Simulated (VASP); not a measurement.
VASP input:

POSCAR:
```
BaTe
1
    0.0000000000     4.0760930000     4.0760930000
    4.0760930000     0.0000000000     4.0760930000
    4.0760930000     4.0760930000     0.0000000000
Ba Te
1 1
Direct
  0.0000000000   0.0000000000   0.0000000000
  0.2500000000   0.2500000000   0.2500000000
```

### INCAR
```
! general
SYSTEM =BaTe
PREC   =Accurate
ENCUT  =400
LREAL  =.False.
LASPH  =.True.

! electronic loop
EDIFF  =1E-6
NELM   =100
ALGO   =Normal
LMAXMIX=4

! smearing
ISMEAR =0
SIGMA  =0.05

! functional
GGA    =PE

! ions
IBRION =2
NSW    =60
ISIF   =3
EDIFFG =-0.01

! output
LWAVE  =.False.
LCHARG =.False.
```

File KPOINTS:
```
Regular mesh
0
G
  5 5 5
0 0 0
```

POTCAR, in this order: Ba_sv Te (PBE.64 set). Program: vasp_std.

### Question
Translate this PBE calculation to Quantum ESPRESSO's pw.x.

### Answer
One equivalent input (not run):
```
&CONTROL
  calculation = 'vc-relax'
  pseudo_dir = './pseudo'
  outdir = './out'
  tprnfor = .true.
  tstress = .true.
  nstep = 60
  forc_conv_thr = 0.00039
/
&SYSTEM
  ibrav = 0
  nat = 2
  ntyp = 2
  ecutwfc = 82.3
  occupations = 'smearing'
  smearing = 'gaussian'
  degauss = 0.003675
  input_dft = 'pbe'
/
&ELECTRONS
  conv_thr = 7.3e-08
  electron_maxstep = 100
/
&IONS
/
&CELL
/
ATOMIC_SPECIES
  Ba 137.327 Ba.upf
  Te 127.600 Te.upf
CELL_PARAMETERS angstrom
     0.0000000    4.0760930    4.0760930
     4.0760930    0.0000000    4.0760930
     4.0760930    4.0760930    0.0000000
ATOMIC_POSITIONS crystal
  Ba   0.0000000  0.0000000  0.0000000
  Te   0.2500000  0.2500000  0.2500000
K_POINTS automatic
  5 5 5 0 0 0
```
The two are equivalent in intent, not identical: the potentials are each code's own (VASP's PAW set, PseudoDojo norm-conserving files in pw.x), so ENCUT and ecutwfc are chosen apart and not converted; conv_thr bounds pw.x's estimated SCF error, while EDIFF bounds the energy change between steps; forc_conv_thr acts on force components and is met together with etot_conv_thr.

The structure was generated: BaTe was put into the zinc blende type (F-43m), which need not be its known phase. This run relaxes it. Symmetry was kept, so distortions that lower it aren't found.
